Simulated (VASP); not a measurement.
Given:

```xyz
2
Lattice="0.0000 2.5670 2.5670 2.5670 0.0000 2.5670 2.5670 2.5670 0.0000" Properties=species:S:1:pos:R:3 pbc="T T T"
Sr     0.0000     0.0000     0.0000
O      2.5670     2.5670     2.5670
```

The numbers are results of PBEsol GGA, VASP's PBE PAW potentials (set 64) (plane waves; VASP), not measurements. Numerical set-up: 520 eV cut-off, 10×10×10 Γ-centred mesh, tetrahedra with Blöchl corrections, potentials Sr_sv O.

Problem. Tabulate the total density of states (states/eV per cell) against energy (eV; zero at the valence-band maximum or, without a gap, the Fermi level).

Solution. 
(E (eV), DOS (states/eV)): (-9.92, 0.00); (-9.44, 0.00); (-9.08, 0.00); (-8.60, 0.00); (-8.24, 0.00); (-7.76, 0.00); (-7.40, 0.00); (-6.92, 0.00); (-6.56, 0.00); (-6.08, 0.00); (-5.72, 0.00); (-5.24, 0.00); (-4.88, 0.00); (-4.40, 0.00); (-3.92, 0.00); (-3.56, 0.00); (-3.08, 0.00); (-2.72, 0.00); (-2.24, 0.01); (-1.88, 0.79); (-1.40, 2.37); (-1.04, 3.94); (-0.56, 5.78); (-0.20, 2.65); (0.28, 0.00); (0.64, 0.00); (1.12, 0.00); (1.60, 0.00); (1.96, 0.00); (2.44, 0.00); (2.80, 0.00); (3.28, 0.04); (3.64, 0.21); (4.12, 0.35); (4.48, 0.49); (4.96, 0.72); (5.32, 0.86); (5.80, 1.55); (6.16, 1.26); (6.64, 1.07)
Within 2 eV below the valence-band maximum the largest weight inside VASP's projection spheres is O p.

The compound is SrO in the rock salt structure. It was relaxed first.
